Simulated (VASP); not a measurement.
A VASP calculation is set up with these files.

**POSCAR**
```
IrO2
1
    4.5298852612    -0.0000000000     0.0000000000
    0.0000000000     4.5298852612     0.0000000000
    0.0000000000     0.0000000000     3.2004363708
Ir O
2 4
Direct
  0.0000000000   0.0000000000   0.0000000000
  0.5000000000   0.5000000000   0.5000000000
  0.3086836216   0.3086836216   0.0000000000
  0.8086836216   0.1913163784   0.5000000000
  0.1913163784   0.8086836216   0.5000000000
  0.6913163784   0.6913163784   0.0000000000
```

INCAR:
```
# general
SYSTEM  =IrO2
PREC    =Accurate
ENCUT   =520   # plane-wave cut-off (eV)
LREAL   =.FALSE.
LASPH   =.TRUE.   # aspherical one-centre terms

# electronic loop
EDIFF   =1E-6   # SCF stop (eV)
NELM    =100
ALGO    =Normal
LMAXMIX =6   # l cut-off of mixed one-centre charges

# smearing
ISMEAR  =1
SIGMA   =0.1   # width (eV)

# functional
GGA     =BO
LUSE_VDW=.TRUE.
AGGAC   =0.0
PARAM1  =0.1833333333
PARAM2  =0.22

# ions
IBRION  =2
NSW     =60   # most ionic steps
ISIF    =3   # ions, shape and volume
EDIFFG  =-0.02

# output
LWAVE   =.FALSE.
LCHARG  =.FALSE.
```

**KPOINTS**
```
Automatic mesh
0
Gamma
6 6 9
0 0 0
```

POTCAR, in this order: Ir O (PBE.64 set). Program: vasp_std.

Q: Write an equivalent input for Quantum ESPRESSO's pw.x.

A: One equivalent input (not run):
```
&CONTROL
  calculation = 'vc-relax'
  pseudo_dir = './pseudo'
  outdir = './out'
  tprnfor = .true.
  tstress = .true.
  nstep = 60
  forc_conv_thr = 0.00078
/
&SYSTEM
  ibrav = 0
  nat = 6
  ntyp = 2
  ecutwfc = 84
  occupations = 'smearing'
  smearing = 'methfessel-paxton'
  degauss = 0.00735
  input_dft = 'vdw-df-obk8'
/
&ELECTRONS
  conv_thr = 7.3e-08
  electron_maxstep = 100
/
&IONS
/
&CELL
/
ATOMIC_SPECIES
  Ir 192.217 Ir.upf
  O 15.999 O.upf
CELL_PARAMETERS angstrom
     4.5298853   -0.0000000    0.0000000
     0.0000000    4.5298853    0.0000000
     0.0000000    0.0000000    3.2004364
ATOMIC_POSITIONS crystal
  Ir   0.0000000  0.0000000  0.0000000
  Ir   0.5000000  0.5000000  0.5000000
  O    0.3086836  0.3086836  0.0000000
  O    0.8086836  0.1913164  0.5000000
  O    0.1913164  0.8086836  0.5000000
  O    0.6913164  0.6913164  0.0000000
K_POINTS automatic
  6 6 9 0 0 0
```
The two are equivalent in intent, not identical: the potentials are each code's own (VASP's PAW set, PseudoDojo norm-conserving files in pw.x), so ENCUT and ecutwfc are chosen apart and not converted; conv_thr bounds pw.x's estimated SCF error, while EDIFF bounds the energy change between steps; forc_conv_thr acts on force components and is met together with etot_conv_thr.

The compound is IrO2 in the rutile structure. It was relaxed first. The start is the result of an earlier pass.
